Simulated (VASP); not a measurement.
```yaml
crystal:
  lattice:
    - [0.00000, 1.92020, 1.92020]
    - [1.92020, 0.00000, 1.92020]
    - [1.92020, 1.92020, 0.00000]
  atoms:
    - { symbol: Pd, position: [0.00000, 0.00000, 0.00000] }
```

Method: revTPSS meta-GGA, VASP's PBE PAW potentials (set 64) (plane waves; VASP 6.6.1). Run with 520 eV cut-off, 16×16×16 Γ-centred mesh, first-order Methfessel-Paxton smearing of 0.10 eV, potentials Pd.

Question: Give the stress tensor in GPa (positive for a compressed cell).

Answer: 
```
6.81  0.00  0.00
0.00  6.81  0.00
0.00  0.00  6.81
```
The pressure is its mean diagonal, 6.81 GPa.

The compound is Pd in the fcc structure. This cell is one point of a volume scan, at 0.97 of the reference volume.
